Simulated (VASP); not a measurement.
VASP ran on this input.

File POSCAR:
```
MgSe
1.0
  0.0000000000   2.6178857784   2.6178857784
  2.6178857784   0.0000000000   2.6178857784
  2.6178857784   2.6178857784   0.0000000000
Mg Se
1 1
Cart
  0.0000000000   0.0000000000   0.0000000000
  2.6178857784   2.6178857784   2.6178857784
```

File KPOINTS:
```
Regular mesh
0
Gamma
  9 9 9
0 0 0
```

INCAR:
```
SYSTEM=MgSe
PREC=Accurate; ENCUT=500; LREAL=.False.
LASPH=.True.
EDIFF=1E-6; NELM=100; ALGO=Normal
LMAXMIX=4
ISMEAR=0; SIGMA=0.05
GGA=PS
IBRION=2; NSW=40; ISIF=3
EDIFFG=-0.02; PSTRESS=100
LWAVE=.False.; LCHARG=.False.
```

POTCAR, in this order: Mg Se (PBE.64 set). Program: vasp_std.

Q: Write an equivalent input for Ansatz.

A: One equivalent input (not run):
Ansatz 0.2 input:
```yaml
crystal:
  lattice:
    - [0.0000000, 2.6178858, 2.6178858]
    - [2.6178858, 0.0000000, 2.6178858]
    - [2.6178858, 2.6178858, 0.0000000]
  atoms:
    - { symbol: Mg, position: [0.0000000, 0.0000000, 0.0000000] }
    - { symbol: Se, position: [0.5000000, 0.5000000, 0.5000000] }
kpoints:
  mp_grid: { grid: [9, 9, 9] }
hamiltonian:
  xc: pbesol
  pseudopotentials: { kind: paw }
scf:
  occupations: { method: gaussian, width: 0.05 }
  max_iter: 100
relax:
  max_steps: 40
  f_tol: 0.02
  cell: { p_target: 10 }
output: { forces: true, stress: true, eigenvalues: true }
```
The two are equivalent in intent, not identical: each code has its own PAW files, so the cut-off isn't converted (ENCUT is set for VASP's; basis.ecutwfc is left out, and Ansatz then takes the one that its files recommend); Ansatz stops its SCF on the density residual and VASP on the energy change (EDIFF).

The compound is MgSe in the rock salt structure. It was relaxed first under an external pressure of 10 GPa.
